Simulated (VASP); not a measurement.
Write the native input for VASP 6.6.1 that does the following.

```yaml
Task: single point
Functional: PBE
Potentials_or_basis: VASP PAW PBE potentials, release 64 (W_sv)
Cutoff: 520 eV
k_mesh: 15 × 15 × 1
Occupations: methfessel-paxton, width 0.1 eV
Spin: no spin polarisation
Dipole_correction: yes
Further_INCAR_settings: ALGO = Normal; EDIFF = 1e-07; NBANDS = 28
```

The structure of W lies in POSCAR:

```
W
1.0
    2.7579548900      0.0000000000      0.0000000000
   -0.9193183000      2.6002248100      0.0000000000
    0.0000000000      0.0000000000     19.5037214800
W
3
Direct
    0.5000000000      0.5000000000      0.3845420000
    0.0000000000      0.0000000000      0.5000000000
    0.5000000000      0.5000000000      0.6154580000
```

These files were run (other wordings do the same):

INCAR

```
ALGO = Normal
DIPOL = 0.5 0.5 0.500
EDIFF = 1E-7
ENCUT = 520
GGA = PE
ICORELEVEL = 1
IDIPOL = 3
ISIF = 2
ISMEAR = 1
KPAR = 2
LASPH = T
LCHARG = F
LDIPOL = T
LREAL = F
LVACPOTAV = T
LVHAR = T
LWAVE = F
NBANDS = 28
NELM = 80
PREC = Accurate
SIGMA = 0.1
```

KPOINTS

```
k-points
0
Gamma
  15 15 1
```

Potentials or basis: VASP PAW PBE potentials, release 64 (W_sv).

Run with:

```console
$ cat potpaw_PBE.64/W_sv/POTCAR > POTCAR
$ mpirun -np 2 vasp_std > vasp.out
```

It gave:

```json
{
  "Largest force": "0.640 eV/Å",
  "Band gap on the k mesh": "none (metal or under the smearing width)",
  "Work function of the upper face": "4.87 eV",
  "Work function of the lower face": "4.87 eV"
}
```

It took 72 s on 2 MPI ranks on Intel(R) Xeon(R) 6975P-C (Granite Rapids) (shared host), peak memory 0.37 GiB a rank.
